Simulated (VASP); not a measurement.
```
CELL_PARAMETERS angstrom
      0.00000     2.48228     2.48228
      2.48228     0.00000     2.48228
      2.48228     2.48228     0.00000
ATOMIC_POSITIONS crystal
  Gd 0.00000 0.00000 0.00000
  N  0.50000 0.50000 0.50000
```

The numbers are results of r2SCAN meta-GGA, VASP's PBE PAW potentials (set 64) (plane waves; VASP), not measurements. Settings: 520 eV cut-off, 10×10×10 Γ-centred mesh, tetrahedra with Blöchl corrections, potentials Gd_3 N.

The 4f electrons are frozen in the core of the lanthanide potential, so 4f levels, which can set the real gap, and their magnetism are missing.

Problem. Estimate the energy per atom (σ→0), band gap (over mesh and band path) with the smallest direct gap where there is one.

Solution. 
```yaml
band gap (over mesh and band path): 0.32 eV
smallest direct gap (over mesh and band path): 0.58 eV
energy per atom (σ→0): -21.796 eV/atom
```

The absolute energy has meaning only against runs of the same code, potentials and settings.

The compound is GdN in the rock salt structure. It was relaxed first.
